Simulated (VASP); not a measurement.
**GaGe under changes of volume**

One of the cells (23.285 Å³/atom); the others are scaled copies at fixed shape and fractional positions:

```
Ge Ga
1.0
     0.00000    2.85555    2.85555
     2.85555    0.00000    2.85555
     2.85555    2.85555    0.00000
Ge Ga
1 1
Direct
  0.00000 0.00000 0.00000
  0.25000 0.25000 0.25000
```

The cell comes from a database or a generator and needn't be the stable form of this composition.

- Program: VASP 6.6.1
- Functional: PBEsol
- Potentials or basis: VASP PAW PBE potentials, release 64 (Ge_d, Ga_d)
- Cutoff: 520 eV
- k mesh: 8 × 8 × 8
- Occupations: fermi-dirac, width 0.05 eV
- Spin: no spin polarisation

| volume (Å³/atom) | energy over the lowest point (meV/atom) | pressure (GPa) |
| --- | --- | --- |
| 22.353 | 5.96 | 2.2 |
| 22.819 | 1.17 | 1.0 |
| 23.285 | 0.00 | -0.2 |
| 23.750 | 2.08 | -1.3 |
| 24.216 | ? | ? |

Q: What does the run at 24.216 Å³/atom give?

A: Energy over the lowest point 7.05 meV/atom; pressure -2.2 GPa.

Worked out: A Birch-Murnaghan fit of order 2 (a polynomial in V^(-2/3)) to the other rows has its minimum at 23.21 Å³/atom with B0 = V·E''(V) = 57 GPa. It gives 7.12 meV/atom at 24.216 Å³/atom, against the run's 7.05, and -dE/dV = -2.2 GPa, against -2.2.

Energies are extrapolated to zero smearing.

Caveats: the PAW data sets were made with another functional, which shifts forces and pressure a little.
